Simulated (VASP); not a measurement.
The system is FeSi.

```xyz
8
Lattice="4.5507 0.0000 0.0000 0.0000 4.5507 0.0000 0.0000 0.0000 4.5507" Properties=species:S:1:pos:R:3 pbc="T T T"
Fe    0.6213    0.6213    0.6213
Fe    1.6541    3.9294    2.8966
Fe    2.8966    1.6541    3.9294
Fe    3.9294    2.8966    1.6541
Si    3.8335    3.8335    3.8335
Si    2.9925    0.7172    1.5582
Si    1.5582    2.9925    0.7172
Si    0.7172    1.5582    2.9925
```

- Program: VASP 6.6.1
- Task: relaxation of cell and atoms
- Functional: r2SCAN
- Potentials or basis: VASP PAW PBE potentials, release 64 (Fe, Si)
- Cutoff: 600 eV
- k mesh: 8 × 8 × 8
- Occupations: gaussian, width 0.03 eV
- Spin: collinear spin, ferromagnetic start
- Starting moments: [2.5, 2.5, 2.5, 2.5, 0.0, 0.0, 0.0, 0.0] μB

At the start: pressure -13.8 GPa; volume 11.78 Å³/atom.

Task: Where does the relaxation end?

Result: Over 10 steps the energy falls by 43.5 meV/atom and the volume is 10.89 Å³/atom (-7.6 %); space group P2_13 (No. 198, to 0.05 Å); moment 4.18 μB per cell.

Step by step:
| step | energy change (eV) | largest force (eV/Å) | pressure (GPa) | volume (Å³) |
| --- | --- | --- | --- | --- |
| 1 | 0.0000 | 0.2001 | -13.78 | 94.24 |
| 2 | 0.0597 | 0.7235 | 21.11 | 81.09 |
| 3 | -0.3300 | 0.2485 | -0.06 | 87.48 |
| 4 | -0.3299 | 0.2570 | 0.32 | 87.34 |
| 5 | -0.3433 | 0.1514 | 0.32 | 87.16 |
| 6 | -0.3475 | 0.0482 | 0.40 | 86.99 |
| 7 | -0.3476 | 0.0121 | -0.65 | 87.35 |
| 8 | -0.3480 | 0.0263 | -0.14 | 87.18 |
| 9 | -0.3480 | 0.0253 | -0.18 | 87.18 |
| 10 | -0.3481 | 0.0068 | 0.03 | 87.10 |

Final structure:
```yaml
crystal:
  lattice:
    - [4.43279, 0.00000, 0.00000]
    - [0.00000, 4.43279, 0.00000]
    - [0.00000, 0.00000, 4.43279]
  atoms:
    - { symbol: Fe, position: [0.13935, 0.13935, 0.13935] }
    - { symbol: Fe, position: [0.36065, 0.86065, 0.63935] }
    - { symbol: Fe, position: [0.63935, 0.36065, 0.86065] }
    - { symbol: Fe, position: [0.86065, 0.63935, 0.36065] }
    - { symbol: Si, position: [0.84490, 0.84490, 0.84490] }
    - { symbol: Si, position: [0.65510, 0.15510, 0.34490] }
    - { symbol: Si, position: [0.34490, 0.65510, 0.15510] }
    - { symbol: Si, position: [0.15510, 0.34490, 0.65510] }
```

Caveat: the PAW data sets were made with another functional, which shifts forces and pressure a little.
